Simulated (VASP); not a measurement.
Here is the system:

```xyz
5
Lattice="3.9853 0.0000 0.0000 0.0000 3.9853 0.0000 0.0000 0.0000 3.9853" Properties=species:S:1:pos:R:3 pbc="T T T"
K      0.0000     0.0000     0.0000
Mg     1.9926     1.9926     1.9926
F      1.9926     0.0000     1.9926
F      0.0000     1.9926     1.9926
F      1.9926     1.9926     0.0000
```

Method: PBEsol GGA, VASP's PBE PAW potentials (set 64) (plane waves; VASP 6.6.1). Run with 520 eV cut-off, 7×7×7 Γ-centred mesh, Gaussian smearing of 0.010 eV, potentials K_sv Mg F.

**Question.** The job: KMgF$_{3}$ (cubic perovskite), 5 atoms, PBEsol, optics run with many empty bands, 520 eV, 7×7×7 Γ-centred mesh. Roughly how much core time does it take on a busy server core?

**Answer.** About 30 core-seconds (one run on a shared machine, a rough figure). It had 20 irreducible k-points, 60 bands, up to 1743 plane waves and 15 electronic steps.

The compound is KMgF3 in the cubic perovskite structure. It was relaxed first.
